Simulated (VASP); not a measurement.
Input of a VASP 6.6.1 run:

File INCAR:

```
ALGO = Normal ; EDIFF = 1E-7
EDIFFG = -0.005 ; ENCUT = 580
GGA = PS ; IBRION = 2
ISIF = 3 ; ISMEAR = 0
LASPH = True ; LCHARG = False
LREAL = False ; LWAVE = False
NELM = 60 ; NSW = 90
PREC = Accurate ; SIGMA = 0.1
```

KPOINTS

```
k-points
0
Gamma
  18 18 18
```

POSCAR

```
Pd
1.0
    0.0000000000      1.9586507900      1.9586507900
    1.9586507900      0.0000000000      1.9586507900
    1.9586507900      1.9586507900      0.0000000000
Pd
1
Direct
    0.0000000000      0.0000000000      0.0000000000
```

Potentials or basis: VASP PAW PBE potentials, release 64 (Pd).

Run with:

```console
$ cat potpaw_PBE.64/Pd/POTCAR > POTCAR
$ mpirun -np 1 vasp_std > vasp.out
```

What does it give for the space group after relaxing (to 0.05 Å)?

Fm-3m (No. 225).

Estimate the band gap on the k mesh.

none (metal or under the smearing width).

Estimate the relaxed cell.

a = 2.738 Å, b = 2.738 Å, c = 2.738 Å, α = 60.00°, β = 60.00°, γ = 60.00°.

What does it give for the relaxed volume?

14.52 Å³/atom.

Step by step:
```csv
step,energy change (eV),largest force (eV/Å),pressure (GPa),volume (Å³)
1,0.0000,0.0000,-6.45,15.03
2,0.0187,0.0000,13.00,13.75
3,-0.0107,0.0000,-0.10,14.53
4,-0.0107,0.0000,0.04,14.52
```

Caveat: the PAW data sets were made with another functional, which shifts forces and pressure a little.
